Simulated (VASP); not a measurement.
A run of VASP 6.6.1 is set up as follows.

The input INCAR:

```
SYSTEM = Li
AGGAC    = 0.0          
ALGO     = Normal         ! electronic algorithm
EDIFF    = 1E-6           ! SCF threshold, eV
EDIFFG   = -0.02          ! ionic threshold
ENCUT    = 520            ! plane-wave cutoff, eV
GGA      = ML             ! functional
IBRION   = 2              ! ionic algorithm
ISIF     = 2              ! what is computed and relaxed
ISMEAR   = 0              ! smearing method
LASPH    = .TRUE.         ! aspherical terms in the spheres
LCHARG   = .FALSE.        ! write CHGCAR
LREAL    = .FALSE.        ! projectors in reciprocal space
LUSE_VDW = .TRUE.       
LWAVE    = .FALSE.        ! write WAVECAR
NELM     = 60             ! most SCF steps
NSW      = 60             ! ionic steps
PREC     = Accurate       ! precision mode
SIGMA    = 0.01           ! smearing width, eV
ZAB_VDW  = -1.8867
```

File KPOINTS:

```
k-points
0
G
  1 1 1
  0 0 0
```

File POSCAR:

```
Li
1.0
    9.0000000000      0.0000000000      0.0000000000
    0.0000000000      9.0000000000      0.0000000000
    0.0000000000      0.0000000000     12.0000000000
Li
2
Direct
    0.5014444400      0.5023333300      0.3914625000
    0.5014444400      0.5023333300      0.6142041700
```

Potentials or basis: VASP PAW PBE potentials, release 64 (Li_sv).

Command:

```console
$ cat potpaw_PBE.64/Li_sv/POTCAR > POTCAR
$ mpirun -np 1 vasp_gam > vasp.out
```

Task: Predict the energy gained by relaxing.

Result: 0.1 meV/atom.

Task: Estimate the gap between the frontier levels.

Result: 1.39 eV.

The path:
```tsv
step	energy change (eV)	largest force (eV/Å)	pressure (GPa)
1	0.0000	0.0315	-0.04
2	-0.0001	0.0270	-0.04
3	-0.0003	0.0129	-0.04
```

Caveat: the cutoff is under 1.25 times the usual one of these potentials, so pressure, stress and relaxed cells hold a basis-set (Pulay) error; the PAW data sets were made with another functional, which shifts forces and pressure a little.
